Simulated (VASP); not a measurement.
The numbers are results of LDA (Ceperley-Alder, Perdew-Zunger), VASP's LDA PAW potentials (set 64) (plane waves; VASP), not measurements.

The input files of a VASP run:

**POSCAR**
```
CoSi2
1.0
  0.0000000000   2.6404016907   2.6404016907
  2.6404016907   0.0000000000   2.6404016907
  2.6404016907   2.6404016907   0.0000000000
Co Si
1 2
Cartesian
  0.0000000000   0.0000000000   0.0000000000
  1.3202008454   1.3202008454   1.3202008454
  3.9606025361   3.9606025361   3.9606025361
```

### INCAR
```
! general
SYSTEM =CoSi2
PREC   =Accurate
ENCUT  =400   ! plane-wave cut-off (eV)
LREAL  =F   ! projection in real space or not
LASPH  =T   ! aspherical one-centre terms

! electronic loop
EDIFF  =1E-6   ! SCF stop (eV)
NELM   =100   ! most electronic steps
ALGO   =Normal   ! blocked Davidson
LMAXMIX=4   ! l cut-off of mixed one-centre charges

! smearing
ISMEAR =1
SIGMA  =0.1   ! width (eV)

! ions
IBRION =2
NSW    =60
ISIF   =3   ! ions, shape and volume
EDIFFG =-0.02   ! ionic stop

! output
LWAVE  =F
LCHARG =F
```

**KPOINTS**
```
K-points
0
Gamma
9 9 9
0 0 0
```

POTCAR, in this order: Co Si (LDA.64 set). Program: vasp_std.

Problem. Predict the energy per atom (σ→0), volume per atom, band gap (on the k-mesh).

Solution. 
| Quantity | Value |
|---|---|
| energy per atom (σ→0) | -7308 meV/atom |
| band gap (on the k-mesh) | none (metal, semimetal or under 0.01 eV) |
| volume per atom | 12.23 Å³/atom |

### OSZICAR
```
...
       N       E                     dE             d eps       ncg     rms          rms(c)
DAV:   1    -0.219266753701E+02   -0.38569E-02   -0.40698E-02   956   0.423E+00    0.546E-01
DAV:   2    -0.219357125318E+02   -0.90372E-02   -0.10059E-01  1124   0.724E+00    0.915E-01
DAV:   3    -0.219233366682E+02    0.12376E-01   -0.50461E-02  1108   0.514E+00    0.106E-01
DAV:   4    -0.219232451131E+02    0.91555E-04   -0.82882E-04   864   0.295E-01    0.304E-02
DAV:   5    -0.219232364211E+02    0.86920E-05   -0.39420E-05  1284   0.112E-01    0.110E-02
DAV:   6    -0.219232355068E+02    0.91433E-06   -0.21003E-06   636   0.231E-02
   3 F= -.21923236E+02 E0= -.21922955E+02  d E =-.221528E-03
```

The compound is CoSi2 in the fluorite structure. This run relaxes it. Symmetry was kept, so distortions that lower it aren't found. The start is the result of an earlier pass. The run is not spin-polarised, so no magnetic state was tried. The electron count is odd and the run is not spin-polarised, which forces a metal.
